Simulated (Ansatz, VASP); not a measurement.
# Cross-check of ZrB2 between VASP and Ansatz, part 2 of 2

One calculation is typed for both programs; each brings its own data sets. How far apart do they land? The cell is taken from a series of runs on this material, whose earlier steps may have relaxed, scaled, displaced or heated it; both programs get it as it stands.

VASP 6.6.1 and Ansatz 0.2.0.

So far: Starting point; Ansatz: zone-centre phonons, PBEsol; VASP: zone-centre phonons, PBEsol.

## (3) VASP: zone-centre phonons, PBEsol (continued)

Level of this step: PBEsol; plane waves and PAW (Zr_sv, B) (VASP).

Numbers of over 12 decimals in the logs are rounded to 6 here.

Parts of OUTCAR (step 3):

```text
ion  position               nearest neighbor table
   1  0.000  0.000  0.000-   2 2.53   3 2.53   2 2.53   3 2.53   2 2.53   2 2.53   3 2.53   3 2.53
                             3 2.53   3 2.53   2 2.53   2 2.53
   2  0.333  0.667  0.500-   3 1.82   3 1.82   3 1.82   1 2.53   1 2.53   1 2.53   1 2.53   1 2.53
                             1 2.53
   3  0.667  0.333  0.500-   2 1.82   2 1.82   2 1.82   1 2.53   1 2.53   1 2.53   1 2.53   1 2.53
                             1 2.53

  LATTYP: Found a hexagonal cell.
 ALAT       =     3.1571085213
 C/A-ratio  =     1.1108257803

 Subroutine GETGRP returns: Found 24 space group operations
 (whereof 24 operations were pure point group operations)

The static configuration has the point symmetry D_6h.

 Found    296 irreducible k-points:

   k-points           NKPTS =    296   k-points in BZ     NKDIM =    296   number of bands    NBANDS=     15

   dimension x,y,z NGX =    24 NGY =   24 NGZ =   28
   dimension x,y,z NGXF=    48 NGYF=   48 NGZF=   56

   ENCUT  =  500.0 eV  36.75 Ry    6.06 a.u.   5.76  5.76  6.39*2*pi/ulx,y,z

   NELECT =      18.0000    total number of electrons

 k-points in reciprocal lattice and weights: Automatic mesh
   0.00000000  0.00000000  0.00000000       0.000
   0.05555556 -0.00000000  0.00000000       0.001
   0.11111111 -0.00000000  0.00000000       0.001
   0.16666667  0.00000000  0.00000000       0.001
   0.22222222  0.00000000  0.00000000       0.001
   0.27777778 -0.00000000  0.00000000       0.001
   0.33333333  0.00000000  0.00000000       0.001
   0.38888889 -0.00000000  0.00000000       0.001
   0.44444444  0.00000000  0.00000000       0.001
[...]
0.33333333  0.27777778  0.50000000       0.003
   0.33333333  0.33333333  0.50000000       0.000

 average (electrostatic) potential at core
       1 -72.3418       2 -21.9235       3 -21.9235

  Total       -0.0096438     -0.0096438      0.0050528     -0.0000000     -0.0000000      0.0000000
  in kB       -0.5104014     -0.5104014      0.2674216     -0.0000000     -0.0000000      0.0000000
  external PRESSURE =      -0.2511270 kB  Pullay stress =       0.0000000 kB

  energy-cutoff  :      500.00
  volume of cell :       30.27
      direct lattice vectors                 reciprocal lattice vectors
     3.157108521  0.000000000  0.000000000     0.316745526  0.182873115  0.000000000
    -1.578554261  2.734136182  0.000000000     0.000000000  0.365746230  0.000000000
     0.000000000  0.000000000  3.506997537     0.000000000  0.000000000  0.285144198

 POSITION                                       TOTAL-FORCE (eV/Angst)
 -----------------------------------------------------------------------------------
      0.00000      0.00000      0.00000         0.000000      0.000000      0.000000
     -0.00000      1.82276      1.75350         0.000000      0.000000      0.000000
      1.57855      0.91138      1.75350        -0.000000     -0.000000      0.000000
 -----------------------------------------------------------------------------------
    total drift:                               -0.000000      0.000000     -0.000000

 Eigenvectors and eigenvalues of the dynamical matrix
 ----------------------------------------------------

   1 f  =   23.512465 THz   147.733174 2PiTHz  784.291406 cm-1    97.239697 meV
             X         Y         Z           dx          dy          dz
      0.000000  0.000000  0.000000     0.000000   -0.000000   -0.000000
     -0.000000  1.822757  1.753499    -0.653449   -0.270194   -0.000000
      1.578554  0.911379  1.753499     0.653449    0.270194   -0.000000

   2 f  =   23.512465 THz   147.733174 2PiTHz  784.291406 cm-1    97.239697 meV
             X         Y         Z           dx          dy          dz
      0.000000  0.000000  0.000000    -0.000000    0.000000   -0.000000
     -0.000000  1.822757  1.753499     0.270194   -0.653449   -0.000000
      1.578554  0.911379  1.753499    -0.270194    0.653449   -0.000000

   3 f  =   16.780168 THz   105.432904 2PiTHz  559.726149 cm-1    69.397167 meV
             X         Y         Z           dx          dy          dz
      0.000000  0.000000  0.000000     0.000000   -0.000000   -0.000000
     -0.000000  1.822757  1.753499    -0.000000    0.000000   -0.707107
      1.578554  0.911379  1.753499    -0.000000    0.000000    0.707107

   4 f  =   14.457651 THz    90.840103 2PiTHz  482.255342 cm-1    59.792015 meV
             X         Y         Z           dx          dy          dz
      0.000000  0.000000  0.000000     0.000000   -0.000000    0.437744
     -0.000000  1.822757  1.753499    -0.000000    0.000000   -0.635760
      1.578554  0.911379  1.753499    -0.000000    0.000000   -0.635760

   5 f  =   13.831714 THz    86.907221 2PiTHz  461.376312 cm-1    57.203346 meV
             X         Y         Z           dx          dy          dz
      0.000000  0.000000  0.000000    -0.404655   -0.167322    0.000000
     -0.000000  1.822757  1.753499     0.587470    0.242914   -0.000000
      1.578554  0.911379  1.753499     0.587470    0.242914   -0.000000

   6 f  =   13.831714 THz    86.907221 2PiTHz  461.376312 cm-1    57.203346 meV
             X         Y         Z           dx          dy          dz
      0.000000  0.000000  0.000000     0.167322   -0.404655   -0.000000
     -0.000000  1.822757  1.753499    -0.242914    0.587470    0.000000
      1.578554  0.911379  1.753499    -0.242914    0.587470    0.000000

   7 f/i=    0.000241 THz     0.001516 2PiTHz    0.008047 cm-1     0.000998 meV
             X         Y         Z           dx          dy          dz
      0.000000  0.000000  0.000000     0.000000   -0.000000   -0.899100
     -0.000000  1.822757  1.753499     0.000000   -0.000000   -0.309531
      1.578554  0.911379  1.753499     0.000000   -0.000000   -0.309531

   8 f/i=    0.002393 THz     0.015039 2PiTHz    0.079839 cm-1     0.009899 meV
             X         Y         Z           dx          dy          dz
      0.000000  0.000000  0.000000     0.720245    0.538057   -0.000000
     -0.000000  1.822757  1.753499     0.248056    0.185309   -0.000000
      1.578554  0.911379  1.753499     0.248056    0.185309   -0.000000

   9 f/i=    0.002393 THz     0.015039 2PiTHz    0.079839 cm-1     0.009899 meV
             X         Y         Z           dx          dy          dz
      0.000000  0.000000  0.000000    -0.538057    0.720245   -0.000000
     -0.000000  1.822757  1.753499    -0.185309    0.248056   -0.000000
      1.578554  0.911379  1.753499    -0.185309    0.248056   -0.000000

 ELASTIC MODULI CONTR FROM IONIC RELAXATION (kBar)
 Direction    XX          YY          ZZ          XY          YZ          ZX
 --------------------------------------------------------------------------------
 XX          -6.4333      6.4333      0.0000     -0.0000      0.0000     -0.0000
 YY           6.4333     -6.4333      0.0000     -0.0000      0.0000      0.0000
 ZZ           0.0000      0.0000      0.0000      0.0000      0.0000      0.0000
 XY          -0.0000     -0.0000      0.0000     -6.4333      0.0000      0.0000
 YZ           0.0000      0.0000      0.0000      0.0000      0.0000      0.0000
 ZX          -0.0000      0.0000      0.0000      0.0000      0.0000     -0.0000
 --------------------------------------------------------------------------------
```

## (4) Side by side

Known differences besides the potentials themselves: the cutoff is 1034.03 eV in Ansatz and 500 eV in VASP. Total energies have different zeros and are not compared.

Both answers:

| quantity | Ansatz | VASP | difference |
| --- | --- | --- | --- |
| optical mode 1 to 2 (cm⁻¹) | 461.5 | 461.4 | +0.02 % |
| optical mode 3 (cm⁻¹) | 482.7 | 482.3 | +0.08 % |
| optical mode 4 (cm⁻¹) | 560.1 | 559.7 | +0.07 % |
| optical mode 5 to 6 (cm⁻¹) | 786.5 | 784.3 | +0.29 % |

Modes are paired by rising frequency, not by their patterns, so a pair may set unlike modes beside each other; they are those without the splitting of longitudinal modes.

## (5) What came out

| Quantity | Value |
| --- | --- |
| r.m.s. difference of the optical zone-centre modes, each program's sorted by frequency (zone-centre phonons, PBEsol) | 1.3 cm⁻¹ |

The r.m.s. difference of the optical zone-centre modes, each program's sorted by frequency is 1.3 cm⁻¹ (zone-centre phonons, PBEsol). 1 further run of this series is not shown here. Such differences can come from data sets, numerical settings and the points named under the comparisons, not from the functional's error against experiment.

[Lines on the potential files, build, host, timing and source positions are cut from VASP's logs without a mark.]

[Logs are printed without paths, hosts, clocks, repeated set-up lines and the standing remarks that a program may print on its own settings, such as how far it seeks lower states.]

[Hosts, paths, dates, database ids (printed as entryN), source tags and the programs' standing remarks are cut or masked in the printed files.]
